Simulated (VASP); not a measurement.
Output of a VASP run:

### OSZICAR
```
       N       E                     dE             d eps       ncg     rms          rms(c)
DAV:   1     0.165032352331E+03    0.16503E+03   -0.68027E+03   904   0.995E+02
DAV:   2     0.693510726820E+01   -0.15810E+03   -0.15371E+03   948   0.324E+02
DAV:   3    -0.834797802195E+01   -0.15283E+02   -0.15019E+02  1168   0.120E+02
DAV:   4    -0.882082901455E+01   -0.47285E+00   -0.47164E+00  1068   0.238E+01
DAV:   5    -0.883723169027E+01   -0.16403E-01   -0.16400E-01  1328   0.414E+00    0.272E+00
DAV:   6    -0.859413503277E+01    0.24310E+00   -0.54943E-01  1224   0.653E+00    0.157E+00
DAV:   7    -0.859613763320E+01   -0.20026E-02   -0.11050E-01  1040   0.191E+00    0.944E-01
DAV:   8    -0.859856813244E+01   -0.24305E-02   -0.79654E-03  1056   0.124E+00    0.433E-01
DAV:   9    -0.859896861048E+01   -0.40048E-03   -0.74834E-04  1012   0.274E-01    0.139E-01
DAV:  10    -0.859884018145E+01    0.12843E-03   -0.83306E-04  1212   0.367E-01    0.354E-02
DAV:  11    -0.859889095102E+01   -0.50770E-04   -0.12883E-04   932   0.751E-02    0.144E-02
DAV:  12    -0.859889745119E+01   -0.65002E-05   -0.26352E-05  1128   0.679E-02    0.706E-03
DAV:  13    -0.859889733426E+01    0.11693E-06   -0.11512E-06   868   0.923E-03
   1 F= -.85988973E+01 E0= -.85988766E+01  d E =-.415131E-04  mag=     0.0000     0.0000     0.0000
```

OUTCAR:
```
------------------------ aborting loop because EDIFF is reached ----------------------------------------
  FORCE on cell =-STRESS in cart. coord.  units (eV):
  Direction    XX          YY          ZZ          XY          YZ          ZX
  --------------------------------------------------------------------------------------
  Total        0.5460502      0.5460502      0.5460502     -0.0000000      0.0000000      0.0000000
  in kB       15.2668302     15.2668302     15.2668302     -0.0000000      0.0000000      0.0000000
  external PRESSURE =      15.2668302 kB  Pullay stress =       0.0000000 kB
  volume of cell :       57.31
      direct lattice vectors                 reciprocal lattice vectors
     0.000000000  3.060000000  3.060000000    -0.163398693  0.163398693  0.163398693
     3.060000000  0.000000000  3.060000000     0.163398693 -0.163398693  0.163398693
     3.060000000  3.060000000  0.000000000     0.163398693  0.163398693 -0.163398693
  FREE ENERGIE OF THE ION-ELECTRON SYSTEM (eV)
  ---------------------------------------------------
  free  energy   TOTEN  =        -8.5988973343 eV

  energy  without entropy=       -8.5988558212  energy(sigma->0) =       -8.59887658

 total charge

# of ion       s       p       d       tot
------------------------------------------
    1        1.460   0.569   9.833  11.862
    2        1.474   2.312   0.019   3.804
--------------------------------------------------
tot          2.934   2.881   9.851  15.666

 magnetization (x)

# of ion       s       p       d       tot
------------------------------------------
    1        0.000   0.000   0.000   0.000
    2       -0.000   0.000   0.000   0.000
--------------------------------------------------
tot         -0.000   0.000   0.000   0.000

 magnetization (y)

# of ion       s       p       d       tot
------------------------------------------
    1        0.000  -0.000   0.000  -0.000
    2       -0.000   0.000   0.000  -0.000
--------------------------------------------------
tot         -0.000  -0.000   0.000  -0.000

 magnetization (z)

# of ion       s       p       d       tot
------------------------------------------
    1        0.000   0.000   0.000   0.000
    2        0.000   0.000   0.000   0.000
--------------------------------------------------
tot          0.000   0.000   0.000   0.000

 Ion:    1  E_soc:     -0.8551852

 Ion:    2  E_soc:     -0.0474412
```
(Selected blocks of OUTCAR.)

### POSCAR
```
PbSe
1
    0.0000000000     3.0600000000     3.0600000000
    3.0600000000     0.0000000000     3.0600000000
    3.0600000000     3.0600000000     0.0000000000
Pb Se
1 1
Direct
  0.0000000000   0.0000000000   0.0000000000
  0.5000000000   0.5000000000   0.5000000000
```

Question: Write an INCAR and KPOINTS that could have produced this output.

Answer: This is not unique; one that fits is the input of the run itself, PBE GGA with spin-orbit coupling, plane waves, VASP's PBE PAW potentials (set 64).

INCAR:
```
! general
SYSTEM       =PbSe
PREC         =Accurate
ENCUT        =300
LREAL        =.FALSE.
LASPH        =.TRUE.

! electronic loop
EDIFF        =1E-6
NELM         =100
ALGO         =Normal
LMAXMIX      =4

! smearing
ISMEAR       =-1
SIGMA        =0.01

! functional
GGA          =PE
GGA_COMPAT   =.FALSE.

! spin
MAGMOM       =0.0 0.0 0.0 0.0 0.0 0.0
LSORBIT      =.TRUE.
LNONCOLLINEAR=.TRUE.

! ions
ISIF         =2

! output
LWAVE        =.FALSE.
LCHARG       =.FALSE.
LORBIT       =11
```

**KPOINTS**
```
Automatic mesh
0
Gamma
6 6 6
0 0 0
```

POTCAR, in this order: Pb_d Se (PBE.64 set). Program: vasp_ncl.

At this cut-off the stress carries a Pulay error, which pulls relaxed volumes low.

The structure is a typed PbSe crystal (Fm-3m). The cell was not relaxed at this level. The run is one of a series of settings (GGA_COMPAT = .FALSE., LNONCOLLINEAR = .TRUE., LSORBIT = .TRUE., MAGMOM = 0.0 0.0 0.0 0.0 0.0 0.0, program vasp_ncl against the base run), some of them coarse on purpose.
